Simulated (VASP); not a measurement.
Take LiCl (rock salt), against free atoms with fixed spin and no zero-point term, in VASP with PAW potentials, and its cohesive energy.

One run gives 3.83 eV/atom. Which level is it?
(A) LDA
(B) r2SCAN
(C) PBE
(D) PBEsol

A, LDA.  The others give 3.55 (PBEsol), 3.36 (PBE), 3.51 (r2SCAN).

Only levels that ran to the end are used. Left out are those held back, those with too coarse a band path, GW runs whose mesh misses a band edge, hybrids' fits of cells that aren't cubic and levels without matching references; a question may draw on a part of the rest.
